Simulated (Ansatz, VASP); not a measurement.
Two plane-wave programs on K3W

```xyz
4
Lattice="0.0000 4.3077 4.3077 4.3077 0.0000 4.3077 4.3077 4.3077 0.0000" Properties=species:S:1:pos:R:3 pbc="T T T"
K     6.4615    6.4615    6.4615
K     4.3077    4.3077    4.3077
K     2.1538    2.1538    2.1538
W     0.0000    0.0000    0.0000
```

Alike in both runs: functional PBE; k mesh 10 × 10 × 10; occupations gaussian, width 0.1 eV; no spin polarisation.

Ansatz relaxed the structure, and its values are those at the end. VASP's run is a single point on that final structure, the one shown.

```csv
,VASP,Ansatz
version,VASP 6.6.1,Ansatz 0.2.0
potentials or method,"VASP PAW PBE potentials, release 64 (K_sv, W_sv)","scalar-relativistic, plane waves, PAW"
plane-wave cutoff (eV),520,420
valence electrons in the cell,41,41
```

|  | VASP | Ansatz | Ansatz less VASP |
| --- | --- | --- | --- |
| gap on the k mesh at the Fermi level (eV) | none | none | - |
| pressure (GPa) | 0.0 | 0.0 | 0.00 |

A gap of «none» marks a metal or a gap that the smearing closes. The functional is the same, so the differences come from potentials, cutoffs and numerics.

Spin-orbit coupling is left out, which matters for the levels of W.
